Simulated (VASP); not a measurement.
Here is the system:

```
CELL_PARAMETERS angstrom
      2.81135     0.00000     0.00000
      0.00000     2.81135     0.00000
      0.00000     0.00000    26.54459
ATOMIC_POSITIONS crystal
  Li 0.00000 0.50000 0.31391
  Li 0.50000 0.00000 0.38742
  Li 0.00000 0.50000 0.46254
  Li 0.50000 0.00000 0.53746
  Li 0.00000 0.50000 0.61258
  Li 0.50000 0.00000 0.68609
  H  0.00000 0.50000 0.38745
  H  0.50000 0.00000 0.31214
  H  0.00000 0.50000 0.53746
  H  0.50000 0.00000 0.46254
  H  0.00000 0.50000 0.68786
  H  0.50000 0.00000 0.61255
```

Level of theory: PBEsol GGA, VASP's PBE PAW potentials (set 64) (plane waves; VASP). Numerical set-up: PREC = Normal, 450 eV cut-off, 7×7×1 Γ-centred mesh, Gaussian smearing of 0.050 eV, potentials Li_sv H.

Estimate the energy per atom (σ→0).

```yaml
energy per atom (σ→0): -3.029 eV/atom
```

The absolute energy has meaning only against runs of the same code, potentials and settings.

The cell is a thin slab with vacuum, built from LiH (rock salt): (100) face.
